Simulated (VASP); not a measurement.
Output of a VASP run:

**OSZICAR**
```
       N       E                     dE             d eps       ncg     rms          rms(c)
DAV:   1     0.328669934209E+03    0.32867E+03   -0.14413E+04  1304   0.105E+03
DAV:   2    -0.136721044064E+02   -0.34234E+03   -0.33222E+03  1302   0.411E+02
DAV:   3    -0.425147914988E+02   -0.28843E+02   -0.26927E+02  1768   0.997E+01
DAV:   4    -0.442539632575E+02   -0.17392E+01   -0.16592E+01  1816   0.250E+01
DAV:   5    -0.443159416993E+02   -0.61978E-01   -0.60615E-01  1748   0.406E+00    0.404E+01
DAV:   6    -0.432187477953E+02    0.10972E+01   -0.53402E+00  2018   0.223E+01    0.228E+01
DAV:   7    -0.437062196618E+02   -0.48747E+00   -0.79787E+00  1960   0.319E+01    0.136E+01
DAV:   8    -0.427976236732E+02    0.90860E+00   -0.34053E+00  1966   0.238E+01    0.279E+00
DAV:   9    -0.428014101307E+02   -0.37865E-02   -0.17142E-01  1538   0.356E+00    0.110E+00
DAV:  10    -0.428001134345E+02    0.12967E-02   -0.15256E-02  1852   0.702E-01    0.464E-01
DAV:  11    -0.427994737400E+02    0.63969E-03   -0.32314E-03  1716   0.580E-01    0.170E-01
DAV:  12    -0.427994863107E+02   -0.12571E-04   -0.75796E-04  1766   0.372E-01    0.824E-02
DAV:  13    -0.427994700326E+02    0.16278E-04   -0.73966E-05  1840   0.117E-01    0.316E-02
DAV:  14    -0.427994729060E+02   -0.28734E-05   -0.13258E-05  1896   0.276E-02    0.903E-03
DAV:  15    -0.427994731128E+02   -0.20680E-06   -0.15175E-06   936   0.156E-02
   1 F= -.42799473E+02 E0= -.42794443E+02  d E =-.100610E-01  mag=    -0.0000    -0.0000    -0.0000
```

File OUTCAR:
```
------------------------ aborting loop because EDIFF is reached ----------------------------------------
  FORCE on cell =-STRESS in cart. coord.  units (eV):
  Direction    XX          YY          ZZ          XY          YZ          ZX
  --------------------------------------------------------------------------------------
  Total       16.1138469     16.1138469     19.7913786      0.0000000      0.0000000      0.0000000
  in kB      287.7001860    287.7001860    353.3596508      0.0000000      0.0000000      0.0000000
  external PRESSURE =     309.5866743 kB  Pullay stress =       0.0000000 kB
  volume of cell :       89.74
      direct lattice vectors                 reciprocal lattice vectors
     3.888836000  0.000000000  0.000000000     0.257146354  0.000000000  0.000000000
     0.000000000  3.888836000  0.000000000     0.000000000  0.257146354  0.000000000
     0.000000000  0.000000000  5.933766000     0.000000000  0.000000000  0.168527037
 POSITION                                       TOTAL-FORCE (eV/Angst)
 -----------------------------------------------------------------------------------
      0.00000      0.00000      0.00000         0.000000     -0.000000      0.000000
      1.94442      1.94442      0.00000         0.000000      0.000000      0.000000
      1.94442      0.00000      1.60212        -0.000000      0.000000      4.998056
      0.00000      1.94442      4.33165         0.000000      0.000000     -4.998056
      1.94442      0.00000      4.15364        -0.000000      0.000000     -1.727707
      0.00000      1.94442      1.78013         0.000000     -0.000000      1.727707
 -----------------------------------------------------------------------------------
    total drift:                                0.000000     -0.000000     -0.000000
  FREE ENERGIE OF THE ION-ELECTRON SYSTEM (eV)
  ---------------------------------------------------
  free  energy   TOTEN  =       -42.7994731128 eV

  energy  without entropy=      -42.7894121535  energy(sigma->0) =      -42.79444263

 total charge

# of ion       s       p       d       tot
------------------------------------------
    1        0.692   0.809   7.227   8.729
    2        0.692   0.809   7.227   8.729
    3        0.678   0.628   7.257   8.563
    4        0.678   0.628   7.257   8.563
    5        1.226   1.373   0.125   2.724
    6        1.226   1.373   0.125   2.724
--------------------------------------------------
tot          5.193   5.621  29.219  40.032

 magnetization (x)

# of ion       s       p       d       tot
------------------------------------------
    1        0.000   0.000   0.000   0.000
    2        0.000   0.000   0.000   0.000
    3        0.000   0.000   0.000   0.000
    4        0.000   0.000   0.000   0.000
    5        0.000   0.000   0.000   0.000
    6        0.000   0.000   0.000   0.000
--------------------------------------------------
tot          0.000   0.000   0.000   0.000

 magnetization (y)

# of ion       s       p       d       tot
------------------------------------------
    1        0.000   0.000  -0.000  -0.000
    2       -0.000   0.000  -0.000  -0.000
    3        0.000  -0.000  -0.000  -0.000
    4        0.000  -0.000  -0.000  -0.000
    5        0.000   0.000   0.000   0.000
    6       -0.000   0.000  -0.000  -0.000
--------------------------------------------------
tot         -0.000  -0.000  -0.000  -0.000

 magnetization (z)

# of ion       s       p       d       tot
...
```
(Selected blocks of OUTCAR.)

File POSCAR:
```
AsIr2
1
    3.8888360000     0.0000000000     0.0000000000
    0.0000000000     3.8888360000     0.0000000000
    0.0000000000     0.0000000000     5.9337660000
Ir As
4 2
Direct
  0.0000000000   0.0000000000   0.0000000000
  0.5000000000   0.5000000000   0.0000000000
  0.5000000000   0.0000000000   0.2700000000
  0.0000000000   0.5000000000   0.7300000000
  0.5000000000   0.0000000000   0.7000000000
  0.0000000000   0.5000000000   0.3000000000
```

Task: Reconstruct the remaining input files.

Result: This is not unique; one that fits is the input of the run itself, PBE GGA with spin-orbit coupling, plane waves, VASP's PBE PAW potentials (set 64).

File KPOINTS:
```
Automatic mesh
0
Gamma
5 5 3
0 0 0
```

**INCAR**
```
SYSTEM  =  AsIr2
LNONCOLLINEAR  =  .TRUE.
NELM  =  100
LMAXMIX  =  6
ALGO  =  Normal   ! blocked Davidson
LSORBIT  =  .TRUE.
LORBIT  =  11   ! lm-projected
LCHARG  =  .FALSE.
LREAL  =  .FALSE.   ! projection in real space or not
LASPH  =  .TRUE.   ! aspherical one-centre terms
ISIF  =  2
GGA  =  PE
MAGMOM  =  0.0 0.0 0.0 0.0 0.0 0.0 0.0 0.0 0.0 0.0 0.0 0.0 0.0 0.0 0.0 0.0 0.0 0.0
PREC  =  Accurate
ISMEAR  =  0
EDIFF  =  1E-6   ! SCF stop (eV)
SIGMA  =  0.05
LWAVE  =  .FALSE.
ENCUT  =  300
GGA_COMPAT  =  .FALSE.
```

POTCAR, in this order: Ir As (PBE.64 set). Program: vasp_ncl.

At this cut-off the stress carries a Pulay error, which pulls relaxed volumes low.

The structure was generated: AsIr2 was put into an ordered model structure, which need not be its known phase. The cell was not relaxed at this level. The k-mesh is coarse (spacing up to 0.35 per Å, 2π included), so the numbers may not be converged in it. The run is one of a series of settings (GGA_COMPAT = .FALSE., LNONCOLLINEAR = .TRUE., LSORBIT = .TRUE., MAGMOM = 0.0 0.0 0.0 0.0 0.0 0.0 0.0 0.0 0.0 0.0 0.0 0.0 0.0 0.0 0.0 0.0 0.0 0.0, program vasp_ncl against the base run), some of them coarse on purpose.
